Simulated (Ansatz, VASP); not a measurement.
# C (Diamond) in two plane-wave programs, part 2 of 2

One calculation is typed for both programs; each brings its own data sets. How far apart do they land? The cell is taken from a series of runs on this material, whose earlier steps may have relaxed, scaled, displaced or heated it; both programs get it as it stands.

VASP 6.6.1 and Ansatz 0.2.0.

So far. Step 5 (VASP: single point, LDA, pair 2): The run ends at a pressure of 20.82 GPa.

**6. Ansatz: single point, LDA, pair 2**

Level of this step: Ansatz beside VASP: Kohn-Sham DFT, plane waves, LDA (Ansatz).

The same cell, functional (in two slightly different forms) and mesh now go to Ansatz, which takes its cutoff from its data sets.

The cell is taken from a series of runs on this material, whose earlier steps may have relaxed, scaled, displaced or heated it; both programs get it as it stands.

File input.yaml:

```yaml
crystal:
  lattice:
    - [0.0, 1.7418690995, 1.7418690995]
    - [1.7418690995, 0.0, 1.7418690995]
    - [1.7418690995, 1.7418690995, 0.0]
  atoms:
    - { symbol: C, position: [0.5, 0.5, 0.5] }
    - { symbol: C, position: [0.75, 0.75, 0.75] }
kpoints:
  mp_grid: { grid: [12, 12, 12] }
hamiltonian:
  xc: lda
  pseudopotentials: { kind: paw, azcp: { folder: soft_1 }, xc_functional: pbe }
scf:
  occupations: { method: fixed }
output:
  forces: true
  stress: true
  eigenvalues: true
```

Run with:

```bash
$ ansatz run input.yaml --threads 4 --pin off --max-ram 10240MiB --backend cpu --events-out ev --progress --plain --runs-dir out
```

Numbers of over 12 decimals in the logs are rounded to 6 here.

Output:

```text
[...]
Crystal: 2 atoms, lattice volume = 10.570 Å³
Basis set: ecut = 420 eV, 181 PW (Γ)
Bands: 8, of which v1, the nominal top of the filled ones, is band 4 counted from 1 (3 counted from 0)
Symmetry: 48 space group operations
[...]
k-points: 72 of 1728
[...]
Free energy (F): -485.963124 eV
[...]
Internal energy: -485.963124 eV  (E = F + TS)
E sigma→0 (E₀):  -485.963124 eV
Fermi energy:    14.402344 eV
[...]
--- Stress (GPa, compression-positive) ---
       20.540139      -0.000000       0.000000
        0.000000      20.540139       0.000000
        0.000000      -0.000000      20.540139
  P = ⅓ Tr σ = 20.5401 GPa (205.401 kbar)
--- Band table (eV; the first three rows and the last of 72) ---
[...]
[key lines of the parts left out:]
SCF converged after 6 iterations
```

The run ends at a pressure of 20.54 GPa.

**7. Differences**

Compared:

| quantity | Ansatz | VASP | difference |
| --- | --- | --- | --- |
| pressure (GPa) | 20.54 | 20.82 | -0.28 |
| gap on the k mesh (eV) | 4.308 | 4.308 | 0.000 |

A gap on the mesh is an upper bound, since the band edges may lie between its points.

**8. Ansatz: single point, LDA, pair 3**

A single point gives forces, pressure and levels at one fixed geometry, so differences don't come from the geometry; what else differs is listed under the comparison. The cell compared in this pair holds 10.35 Å³, against 10.57 Å³ for the pair before.

The cell is taken from a series of runs on this material, whose earlier steps may have relaxed, scaled, displaced or heated it; both programs get it as it stands.

input.yaml, the sections that differ from step 6:

```yaml
crystal:
  lattice:
    - [0.0, 1.7296877982, 1.7296877982]
    - [1.7296877982, 0.0, 1.7296877982]
    - [1.7296877982, 1.7296877982, 0.0]
  atoms:
    - { symbol: C, position: [0.5, 0.5, 0.5] }
    - { symbol: C, position: [0.75, 0.75, 0.75] }
# kpoints, hamiltonian, scf, output: as in step 6
```

Output:

```text
[...]
Crystal: 2 atoms, lattice volume = 10.350 Å³
Basis set: ecut = 420 eV, 181 PW (Γ)
Bands: 8, of which v1, the nominal top of the filled ones, is band 4 counted from 1 (3 counted from 0)
Symmetry: 48 space group operations
[...]
k-points: 72 of 1728
[...]
Free energy (F): -485.926880 eV
[...]
Internal energy: -485.926880 eV  (E = F + TS)
E sigma→0 (E₀):  -485.926880 eV
Fermi energy:    14.806134 eV
[...]
--- Stress (GPa, compression-positive) ---
       32.349283       0.000000       0.000000
       -0.000000      32.349283      -0.000000
        0.000000       0.000000      32.349283
  P = ⅓ Tr σ = 32.3493 GPa (323.493 kbar)
--- Band table (eV; the first three rows and the last of 72) ---
[...]
[key lines of the parts left out:]
SCF converged after 6 iterations
```

The run ends at a pressure of 32.35 GPa.

**9. VASP: single point, LDA, pair 3**

The same cell, functional (in two slightly different forms) and mesh now go to VASP, with its own data sets.

File INCAR:

```
SYSTEM = C
PREC = Accurate
ENCUT = 600
EDIFF = 1E-06
NELM = 120
ISMEAR = 0
SIGMA = 0.01
LREAL = .FALSE.
ALGO = Normal
GGA = PW92
NBANDS = 10
LORBIT = 11
LWAVE = .FALSE.
LCHARG = .FALSE.
ISIF = 2
LASPH = .TRUE.
GGA_COMPAT = .FALSE.
EFERMI = MIDGAP
```

File POSCAR:

```
C
1.0
    0.0000000000      1.7296877982      1.7296877982
    1.7296877982      0.0000000000      1.7296877982
    1.7296877982      1.7296877982      0.0000000000
C
2
Direct
    0.5000000000      0.5000000000      0.5000000000
    0.7500000000      0.7500000000      0.7500000000
```

File KPOINTS:

```
Automatic mesh
0
Gamma
12 12 12
0 0 0
```

The projector-augmented-wave data sets are C (LDA family, release 64).

Run with:

```bash
$ mpirun -np 1 vasp_std
```

Output:

```text
[... set-up lines as in an earlier step ...]
 entering main loop
       N       E                     dE             d eps       ncg     rms          rms(c)
DAV:   1    -0.154283281865E+01   -0.15428E+01   -0.54370E+03  1544   0.883E+02
DAV:   2    -0.209155925413E+02   -0.19373E+02   -0.18528E+02  1934   0.134E+02
DAV:   3    -0.212283609286E+02   -0.31277E+00   -0.31225E+00  1712   0.138E+01
DAV:   4    -0.212289351539E+02   -0.57423E-03   -0.57420E-03  1568   0.695E-01
[...]
DAV:   9    -0.202100936269E+02    0.14850E-04   -0.38273E-05  1584   0.524E-02    0.202E-02
DAV:  10    -0.202100948779E+02   -0.12510E-05   -0.18482E-06  1556   0.125E-02    0.483E-03
DAV:  11    -0.202100948201E+02    0.57758E-07   -0.57975E-08   802   0.204E-03
   1 F= -.20210095E+02 E0= -.20210095E+02  d E =0.000000E+00
```

OUTCAR, selected parts (step 9):

```text
  Total        2.1113182      2.1113182      2.1113182     -0.0000000      0.0000000     -0.0000000
  in kB      326.8369210    326.8369210    326.8369210     -0.0000000      0.0000000     -0.0000000
  external PRESSURE =     326.8369210 kB  Pullay stress =       0.0000000 kB

 POSITION                                       TOTAL-FORCE (eV/Angst)
 -----------------------------------------------------------------------------------
      1.72969      1.72969      1.72969         0.000000      0.000000      0.000000
      2.59453      2.59453      2.59453        -0.000000     -0.000000     -0.000000
 -----------------------------------------------------------------------------------
    total drift:                                0.000000     -0.000000      0.000000

  FREE ENERGIE OF THE ION-ELECTRON SYSTEM (eV)
  ---------------------------------------------------
  free  energy   TOTEN  =       -20.2100948201 eV

  energy  without entropy=      -20.2100948201  energy(sigma->0) =      -20.21009482

[... 1 part as in an earlier step ...]

[... 2 further parts left out ...]
[key lines of the parts left out:]
E-fermi :  13.2821
```

The run ends at a pressure of 32.68 GPa.

**10. Differences**

Compared:

| quantity | Ansatz | VASP | difference |
| --- | --- | --- | --- |
| pressure (GPa) | 32.35 | 32.68 | -0.33 |
| gap on the k mesh (eV) | 4.364 | 4.363 | +0.001 |

A gap on the mesh is an upper bound, since the band edges may lie between its points.

**11. Summary of results**

- difference in gap on the k mesh (single point, LDA, pair 1): -9.8e-4 eV
- difference in gap on the k mesh (single point, LDA, pair 2): 4.0e-5 eV
- difference in gap on the k mesh (single point, LDA, pair 3): 8.2e-4 eV

The difference in gap on the k mesh is -9.8e-4 eV (single point, LDA, pair 1), within the 0.08 eV picked in this series as the mark of a large difference. 5 further runs of this series are not shown here. How closely two codes agree says nothing of how well the functional describes the real material.

[Lines on the potential files, build, host, timing and source positions are cut from VASP's logs without a mark.]

[Logs are printed without paths, hosts, clocks, repeated set-up lines and the standing remarks that a program may print on its own settings, such as how far it seeks lower states.]

[Hosts, paths, dates, database ids (printed as entryN), source tags and the programs' standing remarks are cut or masked in the printed files.]
